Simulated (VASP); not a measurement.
Data:

```xyz
2
Lattice="0.0000 2.8085 2.8085 2.8085 0.0000 2.8085 2.8085 2.8085 0.0000" Properties=species:S:1:pos:R:3 pbc="T T T"
Li     0.0000     0.0000     0.0000
Br     2.8085     2.8085     2.8085
```

All values below come from RPBE GGA, VASP's PBE PAW potentials (set 64) (plane waves; VASP). Settings: 520 eV cut-off, Gaussian smearing of 0.050 eV, potentials Li_sv Br.

**Question.** What does the run give for the band gap (along the path) with the smallest direct gap where there is one?

**Answer.** 
```json
{
 "band gap (along the path)": "4.92 eV",
 "smallest direct gap (along the path)": "4.92 eV"
}
```

The absolute energy has meaning only against runs of the same code, potentials and settings.

The compound is LiBr in the rock salt structure. It was relaxed first, which changed the volume by +7 %.
